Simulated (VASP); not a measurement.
# SBr3 (I4/mmm) in VASP: notebook

Runs on SBr3. Level: PBE. Tasks: single point.

Everything below comes from runs of VASP 6.6.1. Logs are shortened: lines on timing, memory, paths and dates and some standing lists are left out, and cuts for length are marked.

## 1. Starting point

Symmetry: I4/mmm, No. 139, tetragonal system. The conventional cell has a = 3.883 Å, b = 3.883 Å, c = 16.241 Å, α = 90.00°, β = 90.00°, γ = 90.00°. Br (site symmetry 4/mmm) is surrounded by 4 S at 2.75 Å. Around Br (site symmetry -4m2) lie 4 Br at 2.75 Å. S (site symmetry 4/mmm) is surrounded by 4 Br at 2.75 Å.

The cell comes from a database or a generator and needn't be the stable form of this composition.

## 2. Single point, PBE

Contents of INCAR:

```
SYSTEM = SBr3
PREC     = Accurate       ! precision mode
ENCUT    = 500            ! plane-wave cutoff, eV
EDIFF    = 1E-6           ! SCF threshold, eV
ISMEAR   = 0              ! smearing method
SIGMA    = 0.02           ! smearing width, eV
LREAL    = .FALSE.        ! projectors in reciprocal space
LASPH    = .TRUE.         ! aspherical terms in the spheres
NELM     = 80             ! most SCF steps
ALGO     = Normal         ! electronic algorithm
ISIF     = 2              ! what is computed and relaxed
LWAVE    = .FALSE.        ! write WAVECAR
LCHARG   = .FALSE.        ! write CHGCAR
GGA      = PE             ! functional
```

Contents of KPOINTS:

```
Automatic mesh
0
G
  4 4 4
  0 0 0
```

Contents of POSCAR:

```
SBr3
1.0
   -1.9415190000      1.9415190000      8.1206400000
    1.9415190000     -1.9415190000      8.1206400000
    1.9415190000      1.9415190000     -8.1206400000
Br S
3 1
Direct
    0.5000000000      0.5000000000      0.0000000000
    0.2500000000      0.7500000000      0.5000000000
    0.7500000000      0.2500000000      0.5000000000
    0.0000000000      0.0000000000      0.0000000000
```

Potentials or basis: VASP PAW PBE potentials, release 64 (Br_GW, S_GW).

On the command line:

```bash
> cat potpaw_PBE.64/Br_GW/POTCAR potpaw_PBE.64/S_GW/POTCAR > POTCAR
> mpirun -np 1 vasp_std > vasp.out
```

OUTCAR:

```text
SYSTEM = SBr3
   PREC = Accurate
   ENCUT = 500
   EDIFF = 1E-6
   ISMEAR = 0
   LREAL = .FALSE.
   LASPH = .TRUE.
   NELM = 80
   ISIF = 2
   GGA = PE

 ion  position               nearest neighbor table
   1  0.500  0.500  0.000-
   2  0.250  0.750  0.500-   3 2.75   3 2.75   3 2.75   3 2.75
   3  0.750  0.250  0.500-   2 2.75   2 2.75   2 2.75   2 2.75
   4  0.000  0.000  0.000-

  LATTYP: Found a body centered tetragonal cell.
 ALAT       =     3.8830380000
 C/A-ratio  =     4.1826219573

  Lattice vectors:

 A1 = (  -1.9415190000,   1.9415190000,   8.1206400000)
 A2 = (   1.9415190000,  -1.9415190000,   8.1206400000)
 A3 = (   1.9415190000,   1.9415190000,  -8.1206400000)

Analysis of symmetry for initial positions (statically):
=====================================================================
 Subroutine PRICEL returns:
 Original cell was already a primitive cell.

 Routine SETGRP: Setting up the symmetry group for a
 body centered tetragonal supercell.

 Subroutine GETGRP returns: Found 16 space group operations
 (whereof 16 operations were pure point group operations)
 out of a pool of 16 trial point group operations.

The static configuration has the point symmetry D_4h.

Analysis of symmetry for dynamics (positions and initial velocities):
=====================================================================
 Subroutine PRICEL returns:
 Original cell was already a primitive cell.

 Routine SETGRP: Setting up the symmetry group for a
 body centered tetragonal supercell.

 Subroutine GETGRP returns: Found 16 space group operations
 (whereof 16 operations were pure point group operations)
 out of a pool of 16 trial point group operations.

The dynamic configuration has the point symmetry D_4h.

 Subroutine INISYM returns: Found 16 space group operations
 (whereof 16 operations are pure point group operations),
 and found     1 'primitive' translations

----------------------------------------------------------------------------------------

                                     Primitive cell

  volume of cell :     122.4429

  direct lattice vectors                    reciprocal lattice vectors
    -1.941519000  1.941519000  8.120640000     0.000000000  0.257530315  0.061571502
     1.941519000 -1.941519000  8.120640000     0.257530315  0.000000000  0.061571502
     1.941519000  1.941519000 -8.120640000     0.257530315  0.257530315  0.000000000

  length of vectors
     8.572268432  8.572268432  8.572268432     0.264788431  0.264788431  0.364202864

  position of ions in fractional coordinates (direct lattice)
     0.500000000  0.500000000  0.000000000
     0.250000000  0.750000000  0.500000000
     0.750000000  0.250000000  0.500000000
     0.000000000  0.000000000  0.000000000

  ion indices of the primitive-cell ions
   primitive index   ion index
                 1           1
                 2           2
                 3           3
                 4           4

----------------------------------------------------------------------------------------

 KPOINTS: Automatic mesh

Automatic generation of k-mesh.
 Grid dimensions read from file:
 generate k-points for:    4    4    4

 Generating k-lattice:

  Cartesian coordinates                     Fractional coordinates (reciprocal lattice)
     0.000000000  0.064382579  0.015392875     0.250000000 -0.000000000  0.000000000
     0.064382579  0.000000000  0.015392875    -0.000000000  0.250000000  0.000000000
     0.064382579  0.064382579  0.000000000     0.000000000  0.000000000  0.250000000

  Length of vectors
     0.066197108  0.066197108  0.091050716

  Shift w.r.t. Gamma in fractional coordinates (k-lattice)
     0.000000000  0.000000000  0.000000000

 Subroutine IBZKPT returns following result:
 ===========================================

 Found     13 irreducible k-points:

 Following reciprocal coordinates:
            Coordinates               Weight
  0.000000  0.000000  0.000000      1.000000
  0.250000  0.000000 -0.000000      8.000000
  0.500000  0.000000 -0.000000      4.000000
  0.250000  0.250000 -0.000000      8.000000
  0.500000  0.250000 -0.000000     16.000000
 -0.250000  0.250000  0.000000      4.000000
  0.500000  0.500000 -0.000000      2.000000
  0.250000  0.250000  0.250000      2.000000
 -0.250000  0.250000  0.250000      4.000000
  0.500000  0.500000  0.250000      4.000000
 -0.250000  0.500000  0.250000      8.000000
 -0.250000 -0.250000  0.250000      2.000000
  0.500000  0.500000  0.500000      1.000000
   k-points           NKPTS =     13   k-points in BZ     NKDIM =     13   number of bands    NBANDS=     17
   number of dos      NEDOS =    301   number of ions     NIONS =      4
   total plane-waves  NPLWV = 262144
   dimension x,y,z NGX =    64 NGY =   64 NGZ =   64
   dimension x,y,z NGXF=   128 NGYF=  128 NGZF=  128
   ions per type =               3   1
   NGX,Y,Z   is equivalent  to a cutoff of  12.41, 12.41, 12.41 a.u.
   NGXF,Y,Z  is equivalent  to a cutoff of  24.82, 24.82, 24.82 a.u.
 SYSTEM =  SBr3
   PREC   = accura    normal or accurate (medium, high low for compatibility)
   ISTART =      0    job   : 0-new  1-cont  2-samecut
   ICHARG =      2    charge: 1-file 2-atom 10-const
   ISPIN  =      1    spin polarized calculation?
   LNONCOLLINEAR =      F non collinear calculations
   LSORBIT =      F    spin-orbit coupling
   LASPH  =      T    aspherical Exc in radial PAW
   ENCUT  =  500.0 eV  36.75 Ry    6.06 a.u.  15.63 15.63 15.63*2*pi/ulx,y,z
   NELM   =     80;   NELMIN=  2; NELMDL= -5     # of ELM steps
   EDIFF  = 0.1E-05   stopping-criterion for ELM
   LREAL  =      F    real-space projection
   EDIFFG = 0.1E-04   stopping-criterion for IOM
   NSW    =      0    number of steps for IOM
   IBRION =     -1    ionic relax: 0-MD 1-quasi-New 2-CG
   NFREE  =      0    steps in history (QN), initial steepest desc. (CG)
   ISIF   =      2    stress and relaxation
   ISYM   =      2    0-nonsym 1-usesym 2-fastsym
   POTIM  = 0.5000    time-step for ionic-motion
   TEBEG  =    0.0;   TEEND  =   0.0 temperature during run
   PSTRESS=    0.0 pullay stress
   NELECT =      27.0000    total number of electrons
   NUPDOWN=      -1.0000    fix difference up-down
   EMIN   =  10.00;   EMAX   =-10.00  energy-range for DOS
   EFERMI =   0.00;   METHOD = LEGACY
   ISMEAR =     0;   SIGMA  =   0.02  broadening in eV -4-tet -1-fermi 0-gaus
   EFERMI_NEDOS =   21; number of points for ismear=-14 and -15
   IALGO  =     38    algorithm
   IMIX   =      4    mixing-type and parameters
     AMIX     =   0.40;   BMIX     =  1.00
     AMIX_MAG =   1.60;   BMIX_MAG =  1.00
  volume/ion in A,a.u.               =      30.61       206.57
  Fermi-wavevector in a.u.,A,eV,Ry     =   0.989050  1.869033 13.309489  0.978220
  Thomas-Fermi vector in A             =   2.120621
   LORBIT       =      0    0 simple, 1 ext, 2 COOP (PROOUT), +10 PAW based schemes
   GGA     = PE    functional components
   LHFCALC =     F    Hartree Fock is set to
   AEXX    =    0.0000 exact exchange contribution
   IVDW    =     0    specifies the selected vdW correction
   LEPSILON=     F    determine dielectric tensor
   LRPA    =     F    only Hartree local field effects (RPA)
 non-spin polarized calculation
 Gauss-broadening in eV      SIGMA  =   0.02
  energy-cutoff  :      500.00
  volume of cell :      122.44
 maximum number of plane-waves:      3132
 NGX is ok and might be reduce to    64
   NGX = 31   NGY = 31   NGZ = 31

 number of electron      26.9999998 magnetization

 Free energy of the ion-electron system (eV)
  ---------------------------------------------------
  ext. energy  EPLUGINS =         0.00000000
  ---------------------------------------------------
  free energy    TOTEN  =        -7.31714596 eV

  energy without entropy =       -7.31473841  energy(sigma->0) =       -7.31594218

 E-fermi :   1.1063     XC(G=0):  -8.1127

 val. band max:        0.9933857896   @ k =  -0.2500   0.5000   0.2500
 cond. band min:       1.1098022011   @ k =   0.5000   0.5000   0.5000
 fundamental gap:      0.1164164115
 Fermi energy:         1.1063124711

 k-point     1 :       0.0000    0.0000    0.0000
  band No.  band energies     occupation
      1     -15.5207      2.00000
      2     -15.0334      2.00000
      3     -11.7059      2.00000
      4      -9.7899      2.00000
      5      -3.5767      2.00000
      6      -3.5767      2.00000
[... 9 lines left out ...]
     16       2.6058      0.00000
     17       5.8332      0.00000

 k-point     2 :       0.2500    0.0000   -0.0000
  band No.  band energies     occupation
      1     -15.0958      2.00000
      2     -14.7586      2.00000
      3     -12.4614      2.00000
      4     -10.4718      2.00000
      5      -3.0252      2.00000
      6      -2.9697      2.00000
[... 9 lines left out ...]
     16       1.2366      0.00000
     17       6.6080      0.00000

 k-point     3 :       0.5000    0.0000   -0.0000
  band No.  band energies     occupation
      1     -14.4069      2.00000
      2     -13.9273      2.00000
      3     -13.9261      2.00000
      4     -11.1844      2.00000
      5      -1.8495      2.00000
      6      -1.7807      2.00000
[... 9 lines left out ...]
     16      -0.0976      2.00000
     17       8.4207      0.00000

 k-point     4 :       0.2500    0.2500   -0.0000
  band No.  band energies     occupation
      1     -14.7238      2.00000
      2     -14.5413      2.00000
      3     -12.8155      2.00000
      4     -10.6649      2.00000
      5      -4.5479      2.00000
      6      -4.2938      2.00000
[... 9 lines left out ...]
     16       3.0995      0.00000
     17       7.4464      0.00000
[... 123 lines left out ...]
      1     -15.0932      2.00000
      2     -14.7617      2.00000
      3     -12.4614      2.00000
      4     -10.4720      2.00000
      5      -3.0328      2.00000
      6      -2.9682      2.00000
[... 9 lines left out ...]
     16       1.2401      0.00000
     17       7.5001      0.00000

 k-point    12 :      -0.2500   -0.2500    0.2500
  band No.  band energies     occupation
      1     -15.5191      2.00000
      2     -15.0353      2.00000
      3     -11.7059      2.00000
      4      -9.7901      2.00000
      5      -3.5811      2.00000
      6      -3.5811      2.00000
[... 9 lines left out ...]
     16       2.6034      0.00000
     17       6.1525      0.00000

 k-point    13 :       0.5000    0.5000    0.5000
  band No.  band energies     occupation
      1     -15.5176      2.00000
      2     -15.0373      2.00000
      3     -11.7059      2.00000
      4      -9.7903      2.00000
      5      -3.5853      2.00000
      6      -3.5853      2.00000
[... 9 lines left out ...]
     16       2.6008      0.00000
     17       6.1363      0.00000

------------------------ aborting loop because EDIFF is reached ----------------------------------------

  FORCE on cell =-STRESS in cart. coord.  units (eV):
  Direction    XX          YY          ZZ          XY          YZ          ZX
  --------------------------------------------------------------------------------------
  -------------------------------------------------------------------------------------
  Total       -0.0097423     -0.0097423      0.1779277      0.0000000     -0.0000000      0.0000000
  in kB       -0.1274790     -0.1274790      2.3282022      0.0000000     -0.0000000      0.0000000
  external PRESSURE =       0.6910814 kB  Pullay stress =       0.0000000 kB

 VOLUME and BASIS-vectors are now :
 -----------------------------------------------------------------------------
  energy-cutoff  :      500.00
  volume of cell :      122.44
      direct lattice vectors                 reciprocal lattice vectors
    -1.941519000  1.941519000  8.120640000     0.000000000  0.257530315  0.061571502
     1.941519000 -1.941519000  8.120640000     0.257530315  0.000000000  0.061571502
     1.941519000  1.941519000 -8.120640000     0.257530315  0.257530315  0.000000000

 POSITION                                       TOTAL-FORCE (eV/Angst)
 -----------------------------------------------------------------------------------
      0.00000      0.00000      8.12064        -0.000000      0.000000     -0.000000
      1.94152     -0.00000      4.06032         0.000000      0.000000     -0.000000
     -0.00000      1.94152      4.06032         0.000000     -0.000000      0.000000
      0.00000      0.00000      0.00000        -0.000000      0.000000     -0.000000
 -----------------------------------------------------------------------------------
    total drift:                               -0.000000     -0.000000     -0.000000

  FREE ENERGIE OF THE ION-ELECTRON SYSTEM (eV)
  ---------------------------------------------------
  free  energy   TOTEN  =        -7.3171459567 eV

  energy  without entropy=       -7.3147384057  energy(sigma->0) =       -7.31594218
```

It took 94 s on 1 thread of Intel Xeon 6975P-C (Granite Rapids), shared host; peak memory 0.53 GiB.

What came out:

```
Free energy            : -7.3171 eV
Pressure               : 0.1 GPa
Band gap on the k mesh : none (metal or under the smearing width)
```

Stress tensor (GPa, compression positive):
```
-0.01  0.00  0.00
 0.00 -0.01  0.00
 0.00  0.00  0.23
```

Caveat: the k mesh is coarse (spacing up to 0.57 Å⁻¹), so the values aren't converged; an odd number of electrons without spin polarisation forces a metal; a magnetic or distorted state may lie lower.

## 3. Single point, PBE

Contents of INCAR:

```
SYSTEM = SBr3
PREC = Accurate
ENCUT = 450
EDIFF = 1E-6
ISMEAR = 0
SIGMA = 0.02
LREAL = .False.
LASPH = .True.
NELM = 100
ALGO = Normal
ISIF = 2
LWAVE = .False.
LCHARG = .False.
GGA = PE
NBANDS = 22
```

Contents of KPOINTS:

```
regular mesh
0
Gamma
  5 5 5
  0 0 0
```

POSCAR is that of step 2.

Potentials or basis: VASP PAW PBE potentials, release 64 (Br_GW, S_GW).

On the command line:

```bash
> cat potpaw_PBE.64/Br_GW/POTCAR potpaw_PBE.64/S_GW/POTCAR > POTCAR
> mpirun -np 1 vasp_std > vasp.out
```

OUTCAR:

```text
SYSTEM = SBr3
   PREC = Accurate
   ENCUT = 450
   EDIFF = 1E-6
   ISMEAR = 0
   LREAL = .False.
   LASPH = .True.
   NELM = 100
   ISIF = 2
   GGA = PE

 ion  position               nearest neighbor table
   1  0.500  0.500  0.000-
   2  0.250  0.750  0.500-   3 2.75   3 2.75   3 2.75   3 2.75
   3  0.750  0.250  0.500-   2 2.75   2 2.75   2 2.75   2 2.75
   4  0.000  0.000  0.000-

  LATTYP: Found a body centered tetragonal cell.
 ALAT       =     3.8830380000
 C/A-ratio  =     4.1826219573

  Lattice vectors:

 A1 = (  -1.9415190000,   1.9415190000,   8.1206400000)
 A2 = (   1.9415190000,  -1.9415190000,   8.1206400000)
 A3 = (   1.9415190000,   1.9415190000,  -8.1206400000)

Analysis of symmetry for initial positions (statically):
=====================================================================
 Subroutine PRICEL returns:
 Original cell was already a primitive cell.

 Routine SETGRP: Setting up the symmetry group for a
 body centered tetragonal supercell.

[... 160 lines left out ...]
  free energy    TOTEN  =        -7.27964416 eV

  energy without entropy =       -7.27482869  energy(sigma->0) =       -7.27723642

 E-fermi :   1.0563     XC(G=0):  -8.1123

 val. band max:        1.0457481614   @ k =   0.2000   0.0000  -0.0000
 cond. band min:       1.0598975616   @ k =  -0.4000   0.4000   0.2000
 fundamental gap:      0.0141494002
 Fermi energy:         1.0562882058

 k-point     1 :       0.0000    0.0000    0.0000
  band No.  band energies     occupation
      1     -15.8652      2.00000
      2     -14.6631      2.00000
      3     -12.0538      2.00000
      4      -9.4291      2.00000
      5      -3.9280      2.00000
      6      -3.9280      2.00000
[... 439 lines left out ...]
     21       9.9460      0.00000
     22       9.9460      0.00000

------------------------ aborting loop because EDIFF is reached ----------------------------------------

  FORCE on cell =-STRESS in cart. coord.  units (eV):
  Direction    XX          YY          ZZ          XY          YZ          ZX
  --------------------------------------------------------------------------------------
  -------------------------------------------------------------------------------------
  Total        0.0494920      0.0494920      0.1375415      0.0000000      0.0000000      0.0000000
  in kB        0.6476084      0.6476084      1.7997438      0.0000000      0.0000000      0.0000000
  external PRESSURE =       1.0316535 kB  Pullay stress =       0.0000000 kB

 VOLUME and BASIS-vectors are now :
 -----------------------------------------------------------------------------
  energy-cutoff  :      450.00
  volume of cell :      122.44
      direct lattice vectors                 reciprocal lattice vectors
    -1.941519000  1.941519000  8.120640000     0.000000000  0.257530315  0.061571502
     1.941519000 -1.941519000  8.120640000     0.257530315  0.000000000  0.061571502
     1.941519000  1.941519000 -8.120640000     0.257530315  0.257530315  0.000000000

 POSITION                                       TOTAL-FORCE (eV/Angst)
 -----------------------------------------------------------------------------------
      0.00000      0.00000      8.12064         0.000000      0.000000      0.000000
      1.94152     -0.00000      4.06032         0.000000      0.000000     -0.000000
     -0.00000      1.94152      4.06032        -0.000000     -0.000000     -0.000000
      0.00000      0.00000      0.00000         0.000000      0.000000      0.000000
 -----------------------------------------------------------------------------------
    total drift:                               -0.000000      0.000000      0.000000

  FREE ENERGIE OF THE ION-ELECTRON SYSTEM (eV)
  ---------------------------------------------------
  free  energy   TOTEN  =        -7.2796441565 eV

  energy  without entropy=       -7.2748286854  energy(sigma->0) =       -7.27723642
```

stdout:

```text
POSCAR found type information on POSCAR BrS
 POSCAR found :  2 types and       4 ions
 scaLAPACK will be used
 LDA part: xc-table for (Slater+PW92), standard interpolation
 POSCAR, INCAR and KPOINTS ok, starting setup
 FFT: planning ... GRIDC
 FFT: planning ... GRID_SOFT
 FFT: planning ... GRID
 WAVECAR not read
 entering main loop
```

Run time: 2.2 min. Hardware: 1 thread of Intel Xeon Platinum 8488C (Sapphire Rapids), shared host; peak memory 0.43 GiB.

What came out:

```yaml
Free_energy: -7.2796 eV
Pressure: 0.1 GPa
Band_gap_on_the_k_mesh: none (metal or under the smearing width)
```

Stress tensor (GPa, compression positive):
```
0.06 0.00 0.00
0.00 0.06 0.00
0.00 0.00 0.18
```

Levels at points of the mesh, in eV from the Fermi level:
```csv
k point,band 9,band 10,band 11,band 12,band 13,band 14,band 15,band 16,band 17,band 18
"(0.00, 0.00, 0.00)",-4.02,-3.00,-0.65,0.35,1.07,1.07,1.93,1.93,4.77,5.00
```

Caveat: the k mesh is coarse (spacing up to 0.46 Å⁻¹), so the values aren't converged; an odd number of electrons without spin polarisation forces a metal; a magnetic or distorted state may lie lower.
